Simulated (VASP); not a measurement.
OSZICAR of a VASP run on ZnS (space group P6_3mc):

### OSZICAR
```
       N       E                     dE             d eps       ncg     rms          rms(c)
DAV:   1    -0.151764143478E+04   -0.15176E+04   -0.25672E+04   344   0.143E+03
DAV:   2    -0.196379054837E+04   -0.44615E+03   -0.43184E+03   376   0.360E+02
DAV:   3    -0.201774067624E+04   -0.53950E+02   -0.53552E+02   391   0.122E+02
DAV:   4    -0.201929795044E+04   -0.15573E+01   -0.15532E+01   389   0.213E+01
DAV:   5    -0.350276814971E+02    0.19843E+04   -0.14124E+01   413   0.483E+01    0.152E+01
DAV:   6    -0.327163613629E+02    0.23113E+01   -0.42838E+00   525   0.183E+01    0.107E+01
DAV:   7    -0.326453985985E+02    0.70963E-01   -0.28139E+00   413   0.792E+00    0.871E+00
DAV:   8    -0.327131801814E+02   -0.67782E-01   -0.35067E-01   384   0.273E+00    0.593E+00
DAV:   9    -0.327031021892E+02    0.10078E-01   -0.10017E-02   368   0.555E-01    0.330E+00
DAV:  10    -0.326977809849E+02    0.53212E-02   -0.46626E-03   368   0.325E-01    0.171E+00
DAV:  11    -0.326965418100E+02    0.12392E-02   -0.15709E-03   384   0.214E-01    0.864E-01
DAV:  12    -0.326961790236E+02    0.36279E-03   -0.28731E-04   384   0.118E-01    0.457E-01
DAV:  13    -0.326960588628E+02    0.12016E-03   -0.10188E-04   384   0.771E-02    0.249E-01
DAV:  14    -0.326960263487E+02    0.32514E-04   -0.43144E-05   362   0.536E-02    0.138E-01
DAV:  15    -0.326960203833E+02    0.59655E-05   -0.18373E-05   368   0.355E-02    0.768E-02
DAV:  16    -0.326960205528E+02   -0.16954E-06   -0.58901E-06   354   0.233E-02
   1 F= -.32696021E+02 E0= -.32696021E+02  d E =-.296983E-45
```

### Question
Which electronic solver shows in the log?

### Answer
It is blocked Davidson (ALGO = Normal, or the opening steps of other solvers). The INCAR had ALGO = Normal.

### Question
Can the final energy be trusted as converged?

### Answer
Self-consistency was reached. It stopped with EDIFF = 1E-6, NELM = 100 (B3LYP hybrid, plane waves, VASP's PBE PAW potentials (set 64)).

The structure comes from a computed database's ZnS entry; how it stands against other phases isn't given here. The cell was not relaxed at this level. The k-mesh is coarse (spacing up to 0.95 per Å, 2π included), so the numbers may not be converged in it. The run is one of a series of settings (AEXX = 0.2, AGGAC = 0.81, AGGAX = 0.72, ALDAC = 0.19, GGA = B3, HFRCUT = -1, ISYM = 3, LHFCALC = .TRUE., PRECFOCK = Fast, KPOINTS 2×2×2 Γ-centred mesh against the base run), some of them coarse on purpose.
